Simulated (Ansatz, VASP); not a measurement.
# Cross-check of Mg (Magnesium) between VASP and Ansatz, part 2 of 2

Aim: how closely do two programs agree when they are given the same cell, functional and k mesh? The structure shown is the end of the Ansatz relaxation below.

VASP 6.6.1 and Ansatz 0.2.0.

So far. Step 3 (VASP: single point, PBEsol, pair 1): The run ends at a pressure of 3.68 GPa.

## (6) VASP: single point, PBEsol, pair 2 (continued)

Level of this step: PBEsol; plane waves and PAW (Mg) (VASP).

Numbers of over 12 decimals in the logs are rounded to 6 here.

OUTCAR, selected parts (step 6):

```text
  Total        1.2308400      1.2308400      1.2328312     -0.0000000     -0.0000000      0.0000000
  in kB       48.7157908     48.7157908     48.7946012     -0.0000000     -0.0000000      0.0000000
  external PRESSURE =      48.7420609 kB  Pullay stress =       0.0000000 kB

 POSITION                                       TOTAL-FORCE (eV/Angst)
 -----------------------------------------------------------------------------------
     -0.00000      1.77770      1.23257        -0.000000     -0.000000      0.000000
      1.53954      0.88885      3.69771         0.000000      0.000000      0.000000
 -----------------------------------------------------------------------------------
    total drift:                                0.000000     -0.000000      0.000000

  FREE ENERGIE OF THE ION-ELECTRON SYSTEM (eV)
  ---------------------------------------------------
  free  energy   TOTEN  =        -3.3860165810 eV

  energy  without entropy=       -3.3851949932  energy(sigma->0) =       -3.38574272

[... 1 part as in an earlier step ...]

[... 2 further parts left out ...]
[key lines of the parts left out:]
E-fermi :   3.2750
```

The run ends at a pressure of 4.87 GPa.

## (7) Side by side

What differs besides the data sets and the points named for the pairs above, as far as they apply: the data sets hold 20 valence electrons in Ansatz (on its PAW soft_1 files) and 4 in VASP. Total energies have different zeros and are not compared.

The two programs side by side:

```tsv
quantity	Ansatz	VASP	difference
pressure (GPa)	4.85	4.87	-0.03
```

## (8) Ansatz: relaxation, PBEsol

This run makes the geometry at which the two programs are then compared. The cell compared in this pair holds 42.28 Å³, against 40.48 Å³ for the pair before.

The structure compared here is the end of the Ansatz relaxation.

The input, input.yaml:

```yaml
crystal:
  lattice:
    - [3.1250630311, 0.0, 0.0]
    - [-1.5625315155, 2.7063839733, 0.0]
    - [0.0, 0.0, 4.9989590799]
  atoms:
    - { symbol: Mg, position: [0.3333333333, 0.6666666667, 0.25] }
    - { symbol: Mg, position: [0.6666666667, 0.3333333333, 0.75] }
kpoints:
  mp_grid: { grid: [15, 15, 8] }
hamiltonian:
  xc: pbesol
  pseudopotentials: { kind: paw, azcp: { folder: soft_1 }, xc_functional: pbe }
scf:
  occupations: { method: methfessel_paxton, width: 0.2 }
output:
  forces: true
  stress: true
  eigenvalues: true
relax:
  adjacent_minimum: "off"
  f_tol: 0.001
  max_steps: 60
  cell: { stress_tol: 0.01, fix: [volume] }
```

Started as:

```bash
ansatz run input.yaml --threads 4 --pin off --max-ram 10240MiB --backend cpu --events-out ev --progress --plain --runs-dir out
```

Log:

```text
[...]
Crystal: 2 atoms, lattice volume = 42.279 Å³
Basis set: ecut = 420 eV, 833 PW (Γ), exchange–correlation on 48×48×72 points (8 copies of the dense FFT grid, shifted against one another)
Bands: 14, of which v1, the nominal top of the filled ones, is band 10 counted from 1 (9 counted from 0)
Symmetry: 24 space group operations
[...]
k-points: 135 of 1800
[...]
k-point 134: bands = [... 6 lower, -36.1994, -36.1994, 6.4055, 6.4055, 6.8706, 6.8706, 7.9756, 7.9756]
--- Relaxed structure (2 steps of the walk, 2 accepted, 1 SCFs on fresh bases) ---
[...]
cell:  # Å, volume = 42.2793 Å³
    - [3.124698, -2.8864075350935712e-11, 0.0]
    - [-1.562349, 2.706068, 0.0]
    - [0.0, 0.0, 5.000127]
  atoms:
    - { symbol: Mg, position: [0.333333, 0.666667, 0.250000] }
    - { symbol: Mg, position: [0.666667, 0.333333, 0.750000] }
[key lines of the parts left out:]
SCF converged after 4 iterations
Free energy (F): -3824.084025 eV
Fermi energy:    6.253594 eV
P = ⅓ Tr σ = 2.6135 GPa (26.135 kbar)
```

## (9) VASP: single point, PBEsol, pair 3

The same cell, functional, mesh and smearing now go to VASP, with its own data sets.

The input, INCAR:

```
SYSTEM = Mg
PREC = Accurate
ENCUT = 600
EDIFF = 1E-06
NELM = 120
ISMEAR = 1
SIGMA = 0.2
LREAL = .FALSE.
ALGO = Normal
GGA = PS
NBANDS = 8
LORBIT = 11
LWAVE = .FALSE.
LCHARG = .FALSE.
ISIF = 2
LASPH = .TRUE.
GGA_COMPAT = .FALSE.
KPAR = 2
```

The input, POSCAR:

```
Mg
1.0
    3.1246980973      0.0000000000      0.0000000000
   -1.5623490486      2.7060679314      0.0000000000
    0.0000000000      0.0000000000      5.0001268059
Mg
2
Direct
    0.3333333333      0.6666666667      0.2500000000
    0.6666666667      0.3333333333      0.7500000000
```

The input, KPOINTS:

```
Automatic mesh
0
Gamma
15 15 8
0 0 0
```

PAW data sets: Mg (PBE family, release 64).

Started as:

```bash
mpirun -np 2 vasp_std
```

Log:

```text
[... set-up lines as in an earlier step ...]
 entering main loop
       N       E                     dE             d eps       ncg     rms          rms(c)
DAV:   1    -0.735013651372E+00   -0.73501E+00   -0.14335E+03  2160   0.397E+02
DAV:   2    -0.343339403895E+01   -0.26984E+01   -0.26118E+01  2944   0.237E+01
DAV:   3    -0.344811793639E+01   -0.14724E-01   -0.14712E-01  2800   0.224E+00
DAV:   4    -0.344816560651E+01   -0.47670E-04   -0.47670E-04  3232   0.107E-01
DAV:   5    -0.344816571635E+01   -0.10984E-06   -0.10964E-06  2832   0.362E-03    0.957E-01
DAV:   6    -0.343717713308E+01    0.10989E-01   -0.41659E-04  2672   0.159E-01    0.609E-01
DAV:   7    -0.342762403641E+01    0.95531E-02   -0.17517E-03  2344   0.287E-01    0.300E-02
DAV:   8    -0.342762482748E+01   -0.79107E-06   -0.15229E-05  3408   0.271E-02    0.624E-03
DAV:   9    -0.342762461365E+01    0.21383E-06   -0.91831E-07  2408   0.480E-03
   1 F= -.34276246E+01 E0= -.34272250E+01  d E =-.119892E-02
```

From OUTCAR (step 9):

```text
  Total        0.6875042      0.6875042      0.6907168      0.0000000      0.0000000      0.0000000
  in kB       26.0530243     26.0530243     26.1747671      0.0000000      0.0000000      0.0000000
  external PRESSURE =      26.0936052 kB  Pullay stress =       0.0000000 kB

 POSITION                                       TOTAL-FORCE (eV/Angst)
 -----------------------------------------------------------------------------------
     -0.00000      1.80405      1.25003         0.000000     -0.000000      0.000000
      1.56235      0.90202      3.75010        -0.000000      0.000000      0.000000
 -----------------------------------------------------------------------------------
    total drift:                                0.000000     -0.000000      0.000000

  FREE ENERGIE OF THE ION-ELECTRON SYSTEM (eV)
  ---------------------------------------------------
  free  energy   TOTEN  =        -3.4276246136 eV

  energy  without entropy=       -3.4264256941  energy(sigma->0) =       -3.42722497

[... 1 part as in an earlier step ...]

[... 2 further parts left out ...]
[key lines of the parts left out:]
E-fermi :   3.0287
```

The run ends at a pressure of 2.61 GPa.

## (10) Side by side

What differs besides the data sets and the points named for the pairs above, as far as they apply: the data sets hold 20 valence electrons in Ansatz (on its PAW soft_1 files) and 4 in VASP. Total energies have different zeros and are not compared.

Compared:

```tsv
quantity	Ansatz	VASP	difference
pressure (GPa)	2.61	2.61	0.00
```

## (11) Results

```yaml
difference_in_pressure_single_point_pbesol_pair_1: -0.0100 GPa
difference_in_pressure_single_point_pbesol_pair_2: -0.027 GPa
difference_in_pressure_single_point_pbesol_pair_3: 0.0042 GPa
```

In words: The difference in pressure is -0.027 GPa (single point, PBEsol, pair 2), within the 1 GPa picked in this series as the mark of a large difference. The data sets hold unlike numbers of valence electrons (20 in Ansatz and 4 in VASP), so part of the differences comes from the potentials. 5 further runs of this series are not shown here. How closely two codes agree says nothing of how well the functional describes the real material.

[Lines on the potential files, build, host, timing and source positions are cut from VASP's logs without a mark.]

[Logs are printed without paths, hosts, clocks, repeated set-up lines and the standing remarks that a program may print on its own settings, such as how far it seeks lower states.]

[Hosts, paths, dates, database ids (printed as entryN), source tags and the programs' standing remarks are cut or masked in the printed files.]
